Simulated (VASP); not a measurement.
Output of a VASP run:

OSZICAR:
```
       N       E                     dE             d eps       ncg     rms          rms(c)
DAV:   1     0.145185339757E+02    0.14519E+02   -0.39844E+03   560   0.895E+02
DAV:   2    -0.116056328589E+02   -0.26124E+02   -0.25488E+02   848   0.108E+02
DAV:   3    -0.120421411696E+02   -0.43651E+00   -0.43651E+00   680   0.186E+01
DAV:   4    -0.120427336475E+02   -0.59248E-03   -0.59248E-03   792   0.769E-01
DAV:   5    -0.120427338733E+02   -0.22588E-06   -0.22588E-06   664   0.116E-02    0.492E+00
DAV:   6    -0.114718216911E+02    0.57091E+00   -0.18354E+00   576   0.701E+00    0.244E+00
DAV:   7    -0.114132573996E+02    0.58564E-01   -0.20634E-01   784   0.274E+00    0.954E-01
DAV:   8    -0.114063513297E+02    0.69061E-02   -0.21651E-02   616   0.103E+00    0.117E-01
DAV:   9    -0.114066759986E+02   -0.32467E-03   -0.60283E-04   696   0.199E-01    0.668E-02
DAV:  10    -0.114068594032E+02   -0.18340E-03   -0.29311E-04   672   0.126E-01    0.163E-02
DAV:  11    -0.114068652207E+02   -0.58176E-05   -0.11618E-05   824   0.269E-02    0.139E-02
DAV:  12    -0.114068648116E+02    0.40912E-06   -0.24471E-06   576   0.110E-02
   1 F= -.12156779E+02 E0= -.12156779E+02  d E =-.121568E+02
       N       E                     dE             d eps       ncg     rms          rms(c)
DAV:   1    -0.113979917683E+02    0.88735E-02   -0.68429E-02   656   0.201E+00    0.257E-01
DAV:   2    -0.113964137677E+02    0.15780E-02   -0.25752E-03   584   0.315E-01    0.125E-01
DAV:   3    -0.113959181367E+02    0.49563E-03   -0.10868E-03   632   0.184E-01    0.430E-02
DAV:   4    -0.113958863834E+02    0.31753E-04   -0.62922E-05   688   0.528E-02    0.237E-02
DAV:   5    -0.113958851413E+02    0.12421E-05   -0.45604E-06   640   0.147E-02    0.122E-02
DAV:   6    -0.113958850825E+02    0.58817E-07   -0.28902E-07   288   0.396E-03
   2 F= -.12157246E+02 E0= -.12157246E+02  d E =-.466336E-03
       N       E                     dE             d eps       ncg     rms          rms(c)
DAV:   1    -0.114014829293E+02   -0.55978E-02   -0.11596E-02   656   0.825E-01    0.105E-01
DAV:   2    -0.114012095155E+02    0.27341E-03   -0.44355E-04   584   0.131E-01    0.514E-02
DAV:   3    -0.114011197593E+02    0.89756E-04   -0.18433E-04   616   0.760E-02    0.172E-02
DAV:   4    -0.114011126226E+02    0.71367E-05   -0.10935E-05   688   0.220E-02    0.953E-03
DAV:   5    -0.114011119421E+02    0.68047E-06   -0.72922E-07   304   0.598E-03
   3 F= -.12157707E+02 E0= -.12157707E+02  d E =-.927653E-03
```

File OUTCAR:
```
------------------------ aborting loop because EDIFF is reached ----------------------------------------
  Edisp (eV):   -0.75660
  FORCE on cell =-STRESS in cart. coord.  units (eV):
  Direction    XX          YY          ZZ          XY          YZ          ZX
  --------------------------------------------------------------------------------------
  Total       0.00045     0.00045     0.00045     0.00000     0.00000    -0.00000
  in kB       0.02650     0.02650     0.02650     0.00000     0.00000    -0.00000
  external pressure =        0.03 kB  Pullay stress =        0.00 kB
  volume of cell :       27.06
      direct lattice vectors                 reciprocal lattice vectors
    -0.000000000  2.382903685  2.382903685    -0.209828036  0.209828036  0.209828036
     2.382903685 -0.000000000  2.382903685     0.209828036 -0.209828036  0.209828036
     2.382903685  2.382903685  0.000000000     0.209828036  0.209828036 -0.209828036
  FREE ENERGIE OF THE ION-ELECTRON SYSTEM (eV)
  ---------------------------------------------------
  free  energy   TOTEN  =       -12.1577069833 eV

  energy  without entropy=      -12.1577069833  energy(sigma->0) =      -12.15770698

 reached required accuracy - stopping structural energy minimisation
```
(Selected blocks of OUTCAR.)

### POSCAR
```
BAs
1
    0.0000000000     2.3900000000     2.3900000000
    2.3900000000     0.0000000000     2.3900000000
    2.3900000000     2.3900000000     0.0000000000
B As
1 1
Direct
  0.0000000000   0.0000000000   0.0000000000
  0.2500000000   0.2500000000   0.2500000000
```

Task: Write an INCAR and KPOINTS that could have produced this output.

Result: One answer among several that fit: the input of the run itself, PBE GGA with D4 dispersion, plane waves, VASP's PBE PAW potentials (set 64).

INCAR:
```
# general
SYSTEM  = BAs
PREC    = Accurate
ENCUT   = 520
LREAL   = .FALSE.
LASPH   = .TRUE.

# electronic loop
EDIFF   = 1E-6
NELM    = 100
ALGO    = Normal
LMAXMIX = 4

# smearing
ISMEAR  = 0
SIGMA   = 0.05

# functional
GGA     = PE
IVDW    = 13

# ions
IBRION  = 2
NSW     = 60
ISIF    = 3
EDIFFG  = -0.01

# output
LWAVE   = .FALSE.
LCHARG  = .FALSE.
```

### KPOINTS
```
K-points
0
gamma
9 9 9
```

POTCAR, in this order: B As (PBE.64 set). Program: vasp_std.

The compound is BAs in the zinc blende structure. This run relaxes it. Symmetry was kept, so distortions that lower it aren't found.
